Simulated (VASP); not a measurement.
An input for Ansatz (written as the equivalent of a VASP run, and not itself run):

Ansatz 0.2 input:
```yaml
crystal:
  lattice:
    - [2.2400000, -3.3350000, 0.0000000]
    - [2.2400000, 3.3350000, 0.0000000]
    - [0.0000000, 0.0000000, 8.7200000]
  atoms:
    - { symbol: Br, position: [0.8642020, 0.8628450, 0.8909170] }
    - { symbol: Br, position: [0.6400890, 0.6376310, 0.3847970] }
    - { symbol: Br, position: [0.3631750, 0.3622570, 0.6116450] }
    - { symbol: Br, position: [0.1325340, 0.1372670, 0.1126410] }
kpoints:
  mp_grid: { grid: [5, 5, 3] }
hamiltonian:
  xc: pbe
  pseudopotentials: { kind: paw }
scf:
  occupations: { method: gaussian, width: 0.02 }
  max_iter: 100
output: { forces: true, stress: true, eigenvalues: true }
```

Write the VASP files for the same calculation (PBE).

Several could match; the one computed here: 
INCAR:
```
ALGO = Normal
EDIFF = 1E-6
ENCUT = 300
GGA = PE
ISIF = 2
ISMEAR = 0
LASPH = .True.
LCHARG = .False.
LMAXMIX = 4
LREAL = .False.
LWAVE = .False.
NELM = 100
PREC = Accurate
SIGMA = 0.02
SYSTEM = Br
```

**KPOINTS**
```
kpoints
0
gamma
 5 5 3
0 0 0
```

### POSCAR
```
Br
1
    2.2400000000    -3.3350000000     0.0000000000
    2.2400000000     3.3350000000     0.0000000000
    0.0000000000     0.0000000000     8.7200000000
Br
4
Direct
  0.8642020000   0.8628450000   0.8909170000
  0.6400890000   0.6376310000   0.3847970000
  0.3631750000   0.3622570000   0.6116450000
  0.1325340000   0.1372670000   0.1126410000
```

POTCAR, in this order: Br (PBE.64 set). Program: vasp_std.

The two are equivalent in intent, not identical: each code has its own PAW files, so the cut-off isn't converted (ENCUT is set for VASP's; basis.ecutwfc is left out, and Ansatz then takes the one that its files recommend); Ansatz stops its SCF on the density residual and VASP on the energy change (EDIFF).

The structure is a typed Br crystal. The cell was not relaxed at this level, atoms are displaced from their ideal sites.
